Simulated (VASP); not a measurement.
Computed with PBE GGA with D4 dispersion, VASP's PBE PAW potentials (set 64) (plane waves; VASP).

VASP ran on this input.

INCAR:
```
IBRION  =  2   # conjugate gradients
LWAVE  =  .False.
SIGMA  =  0.1
ALGO  =  Normal
ISIF  =  3   # ions, shape and volume
NSW  =  60   # most ionic steps
LREAL  =  .False.   # projection in real space or not
LCHARG  =  .False.
IVDW  =  13   # D4
GGA  =  PE   # PBE
LASPH  =  .True.   # aspherical one-centre terms
ISMEAR  =  1   # Methfessel-Paxton
EDIFFG  =  -0.02
PREC  =  Accurate
ENCUT  =  520   # plane-wave cut-off (eV)
NELM  =  100   # most electronic steps
EDIFF  =  1E-6
LMAXMIX  =  4   # l cut-off of mixed one-centre charges
SYSTEM  =  NiSi2
```

POSCAR:
```
NiSi2
1
   -0.0000000000     2.6890861700     2.6890861700
    2.6890861700     0.0000000000     2.6890861700
    2.6890861700     2.6890861700     0.0000000000
Si Ni
2 1
Direct
  0.2500000000   0.2500000000   0.2500000000
  0.7500000000   0.7500000000   0.7500000000
  0.0000000000   0.0000000000   0.0000000000
```

**KPOINTS**
```
K-points
0
G
 9 9 9
0 0 0
```

POTCAR, in this order: Si Ni (PBE.64 set). Program: vasp_std.

Output

### OSZICAR
```
       N       E                     dE             d eps       ncg     rms          rms(c)
DAV:   1     0.721610456156E+02    0.72161E+02   -0.78788E+03   910   0.141E+03
DAV:   2    -0.149728847876E+02   -0.87134E+02   -0.81910E+02   915   0.254E+02
DAV:   3    -0.193162937351E+02   -0.43434E+01   -0.42469E+01  1214   0.631E+01
DAV:   4    -0.193993757530E+02   -0.83082E-01   -0.82988E-01  1048   0.814E+00
DAV:   5    -0.194016470388E+02   -0.22713E-02   -0.22707E-02  1204   0.141E+00    0.166E+01
DAV:   6    -0.238960845439E+02   -0.44944E+01   -0.53293E+01   990   0.183E+02    0.247E+01
DAV:   7    -0.174388861881E+02    0.64572E+01   -0.15999E+01  1103   0.115E+02    0.395E+00
DAV:   8    -0.173890892756E+02    0.49797E-01   -0.22082E+00  1341   0.253E+01    0.269E+00
DAV:   9    -0.173419609365E+02    0.47128E-01   -0.27845E-01  1111   0.111E+01    0.582E-01
DAV:  10    -0.173408949959E+02    0.10659E-02   -0.95684E-03  1261   0.192E+00    0.264E-01
DAV:  11    -0.173409999659E+02   -0.10497E-03   -0.94102E-04  1238   0.315E-01    0.361E-02
DAV:  12    -0.173410330189E+02   -0.33053E-04   -0.71072E-05  1245   0.174E-01    0.242E-02
DAV:  13    -0.173410321430E+02    0.87582E-06   -0.27894E-05  1104   0.118E-01    0.809E-03
DAV:  14    -0.173410324171E+02   -0.27406E-06   -0.18834E-06   921   0.136E-02
   1 F= -.18730551E+02 E0= -.18730717E+02  d E =-.187306E+02
       N       E                     dE             d eps       ncg     rms          rms(c)
DAV:   1    -0.173823078696E+02   -0.41276E-01   -0.25193E-01   995   0.112E+01    0.159E+00
DAV:   2    -0.174362663214E+02   -0.53958E-01   -0.59581E-01  1159   0.206E+01    0.251E+00
DAV:   3    -0.173551585849E+02    0.81108E-01   -0.28570E-01  1094   0.139E+01    0.296E-01
DAV:   4    -0.173544880193E+02    0.67057E-03   -0.67343E-03  1053   0.104E+00    0.544E-02
DAV:   5    -0.173544793379E+02    0.86814E-05   -0.21126E-04  1464   0.189E-01    0.283E-02
DAV:   6    -0.173544738197E+02    0.55182E-05   -0.91520E-06  1279   0.642E-02    0.683E-03
DAV:   7    -0.173544742627E+02   -0.44300E-06   -0.22725E-06   843   0.180E-02
   2 F= -.18731081E+02 E0= -.18731337E+02  d E =-.529761E-03
       N       E                     dE             d eps       ncg     rms          rms(c)
DAV:   1    -0.173534732182E+02    0.10006E-02   -0.26264E-02  1005   0.359E+00    0.520E-01
DAV:   2    -0.173593853919E+02   -0.59122E-02   -0.65119E-02  1112   0.674E+00    0.808E-01
DAV:   3    -0.173505856519E+02    0.87997E-02   -0.29161E-02  1091   0.466E+00    0.766E-02
DAV:   4    -0.173505567388E+02    0.28913E-04   -0.73795E-04   965   0.191E-01    0.357E-02
DAV:   5    -0.173505395351E+02    0.17204E-04   -0.35616E-05  1218   0.148E-01    0.106E-02
DAV:   6    -0.173505391404E+02    0.39466E-06   -0.63850E-06  1233   0.393E-02
   3 F= -.18731312E+02 E0= -.18731543E+02  d E =-.760623E-03
```

### OUTCAR
```
------------------------ aborting loop because EDIFF is reached ----------------------------------------
  Edisp (eV):   -1.38077
  FORCE on cell =-STRESS in cart. coord.  units (eV):
  Direction    XX          YY          ZZ          XY          YZ          ZX
  --------------------------------------------------------------------------------------
  Total       0.00510     0.00510     0.00510    -0.00000     0.00000     0.00000
  in kB       0.20878     0.20878     0.20878    -0.00000     0.00000     0.00000
  external pressure =        0.21 kB  Pullay stress =        0.00 kB
  volume of cell :       39.15
      direct lattice vectors                 reciprocal lattice vectors
     0.000000000  2.695064253  2.695064253    -0.185524334  0.185524334  0.185524334
     2.695064253  0.000000000  2.695064253     0.185524334 -0.185524334  0.185524334
     2.695064253  2.695064253 -0.000000000     0.185524334  0.185524334 -0.185524334
 POSITION                                       TOTAL-FORCE (eV/Angst)
 -----------------------------------------------------------------------------------
      1.34753      1.34753      1.34753         0.000000      0.000000      0.000000
      4.04260      4.04260      4.04260        -0.000000     -0.000000     -0.000000
      0.00000      0.00000      0.00000        -0.000000     -0.000000     -0.000000
 -----------------------------------------------------------------------------------
    total drift:                               -0.000000     -0.000000      0.000000
  FREE ENERGIE OF THE ION-ELECTRON SYSTEM (eV)
  ---------------------------------------------------
  free  energy   TOTEN  =       -18.7313117062 eV

  energy  without entropy=      -18.7320056700  energy(sigma->0) =      -18.73154303

 reached required accuracy - stopping structural energy minimisation
```
(Selected blocks of OUTCAR.)

### CONTCAR
```
NiSi2
   1.00000000000000
     0.0000000000000000    2.6950642530025362    2.6950642530025362
     2.6950642530025362    0.0000000000000000    2.6950642530025362
     2.6950642530025362    2.6950642530025362   -0.0000000000000000
  Si              Ni
     2     1
Direct
     0.2500000000000000    0.2500000000000000    0.2500000000000000
     0.7500000000000000    0.7500000000000000    0.7500000000000000
     0.0000000000000000    0.0000000000000000    0.0000000000000000
```

File OUTCAR:
```
 val. band max:       10.5603973306   @ k =   0.3333   0.2222   0.0000

 cond. band min:      10.6501601488   @ k =   0.1111   0.1111   0.0000


 Fermi energy:        10.6249629209

 k-point     1 :       0.0000    0.0000    0.0000
  band No.  band energies     occupation
      1      -3.3514      2.00000
      2       5.3265      2.00000
      3       5.3265      2.00000
      4       5.3265      2.00000
      5       7.0277      2.00000
      6       7.0277      2.00000
      7      10.3574      2.00102
      8      12.2990     -0.00000
      9      12.2990     -0.00000
     10      12.2990     -0.00000
     11      12.8533      0.00000
     12      12.8533      0.00000
     13      12.8533      0.00000

 k-point     2 :       0.1111    0.0000    0.0000
  band No.  band energies     occupation
      1      -3.1673      2.00000
      2       4.9611      2.00000
      3       5.3845      2.00000
      4       5.3845      2.00000
      5       6.9948      2.00000
      6       6.9948      2.00000
      7       9.9036      2.00000
      8      11.2285     -0.00000
      9      11.5577     -0.00000
     10      11.5577     -0.00000
     11      13.5452      0.00000
     12      13.5452      0.00000
     13      14.5190      0.00000

 k-point     3 :       0.2222    0.0000    0.0000
  band No.  band energies     occupation
      1      -2.6205      2.00000
      2       3.9652      2.00000
      3       5.5299      2.00000
      4       5.5299      2.00000
      5       6.9479      2.00000
      6       6.9479      2.00000
      7       8.4158      2.00000
      8      10.6650      0.37850
      9      10.6650      0.37849
     10      11.5910     -0.00000
     11      13.2173      0.00000
     12      13.2173      0.00000
     13      14.2472      0.00000

 k-point     4 :       0.3333    0.0000    0.0000
  band No.  band energies     occupation
      1      -1.7308      2.00000
      2       2.5445      2.00000
      3       5.6754      2.00000
...
```

The compound is NiSi2 in the fluorite structure. This run relaxes it. Symmetry was kept, so distortions that lower it aren't found. The start is the result of an earlier pass. The run is not spin-polarised, so no magnetic state was tried.
